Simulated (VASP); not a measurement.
Input:

```yaml
crystal:
  lattice:
    - [2.86731, 0.00000, 0.00000]
    - [0.00000, 2.83864, 0.00000]
    - [0.00000, 0.00000, 3.49758]
  atoms:
    - { symbol: Cu, position: [0.00000, 0.00000, 0.00000] }
    - { symbol: Au, position: [0.50000, 0.50000, 0.50000] }
```

The numbers are results of r2SCAN meta-GGA, VASP's PBE PAW potentials (set 64) (plane waves; VASP), not measurements. Settings: 480 eV cut-off, 12×12×10 Γ-centred mesh, first-order Methfessel-Paxton smearing of 0.10 eV, potentials Cu Au.

Give the stress tensor in GPa (positive for a compressed cell).

```
3.68  0.00  0.00
0.00  4.31  0.00
0.00  0.00  3.69
```
The pressure is its mean diagonal, 3.90 GPa.

The compound is CuAu in the L1_0 structure. This cell was strained or had an atom moved on purpose.
